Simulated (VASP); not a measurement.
The system is Be3CdO4.

```
CELL_PARAMETERS angstrom
2.92958 0.00000 0.00000
0.00000 4.16030 0.00000
0.00000 0.00000 5.89198
ATOMIC_POSITIONS crystal
Be 0.50000 0.50000 0.25455
Be 0.00000 0.00000 0.50000
Be 0.50000 0.50000 0.74545
Cd 0.00000 0.00000 0.00000
O 0.00000 0.50000 0.50000
O 0.50000 0.00000 0.76205
O 0.00000 0.50000 0.00000
O 0.50000 0.00000 0.23795
```

The cell was built by a generator and needn't be a form met in nature.

```yaml
Program: VASP 6.6.1
Task: relaxation of cell and atoms
Functional: PBE
Potentials_or_basis: VASP PAW PBE potentials, release 64 (Be, Cd, O)
Cutoff: 520 eV
k_mesh: 5 × 4 × 3
Occupations: gaussian, width 0.15 eV
Spin: no spin polarisation
```

At the start: pressure 5.3 GPa; volume 8.98 Å³/atom.

Problem. How do energy, volume and symmetry change on relaxing?

Solution. Over 14 steps the energy falls by 435.8 meV/atom and the volume is 8.43 Å³/atom (-6.1 %); space group Pmmm (No. 47, to 0.05 Å).

The path:
```
step  energy change (eV)  largest force (eV/Å)  pressure (GPa)  volume (Å³)
   1              0.0000                7.4675            5.29        71.81
   2             -2.2621                1.7592          -15.39        74.92
   3             -2.3040                1.5740          -14.40        74.52
   4             -3.0545                1.4850            1.16        66.69
   5             -3.0569                1.4691            2.50        66.24
   6             -3.4117                0.4088            7.34        64.94
   7             -3.4117                0.4128            7.21        64.93
   8             -3.4799                0.1239           -1.65        68.15
   9             -3.4834                0.1662           -1.11        67.61
  10             -3.4832                0.1820           -0.25        67.43
  11             -3.4833                0.1703           -0.35        67.48
  12             -3.4833                0.1655           -0.54        67.54
  13             -3.4863                0.0834            0.01        67.43
  14             -3.4863                0.0595            0.00        67.44
```

Final structure:
```cif
data_structure
_symmetry_space_group_name_H-M 'P 1'
_symmetry_Int_Tables_number 1
_cell_length_a 2.6994
_cell_length_b 4.2744
_cell_length_c 5.8449
_cell_angle_alpha 90.000
_cell_angle_beta 90.000
_cell_angle_gamma 90.000
_cell_volume 67.44
loop_
_atom_site_label
_atom_site_type_symbol
_atom_site_fract_x
_atom_site_fract_y
_atom_site_fract_z
_atom_site_occupancy
Be1 Be 0.50000 0.50000 0.29043 1
Be2 Be 0.00000 0.00000 0.50000 1
Be3 Be 0.50000 0.50000 0.70957 1
Cd1 Cd 0.00000 0.00000 0.00000 1
O1 O 0.00000 0.50000 0.50000 1
O2 O 0.50000 0.00000 0.69210 1
O3 O 0.00000 0.50000 0.00000 1
O4 O 0.50000 0.00000 0.30790 1
```

Caveat: the k mesh is coarse (spacing up to 0.43 Å⁻¹), so the values aren't converged.
